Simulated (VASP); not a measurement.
Here is the system:

```yaml
crystal:
  lattice:
    - [0.00000, 2.24475, 2.32753]
    - [2.35202, 0.00000, 2.32753]
    - [2.35202, 2.24475, 0.00000]
  atoms:
    - { symbol: Li, position: [0.25000, 0.25000, 0.25000] }
    - { symbol: Li, position: [0.75000, 0.75000, 0.75000] }
    - { symbol: O, position: [0.98505, 0.01495, 0.01495] }
```

The numbers are results of PBE GGA, VASP's PBE PAW potentials (set 64) (plane waves; VASP), not measurements. Numerical set-up: 520 eV cut-off, KSPACING 0.35 per Å, Gaussian smearing of 0.050 eV, potentials Li_sv O.

Problem. Estimate the energy per atom (σ→0), largest force.

Solution. 
```
Item                           Result
---------------------  --------------
energy per atom (σ→0)  -4.772 eV/atom
largest force              0.370 eV/Å
```

Total energies compare only between runs with the same potentials, cut-off and functional.

The compound is Li2O in the antifluorite structure. The cell was not relaxed at this level, atoms are displaced from their ideal sites. The run is one of a series of settings (KGAMMA = .TRUE., KSPACING = 0.35, KPOINTS file removed against the base run), some of them coarse on purpose.
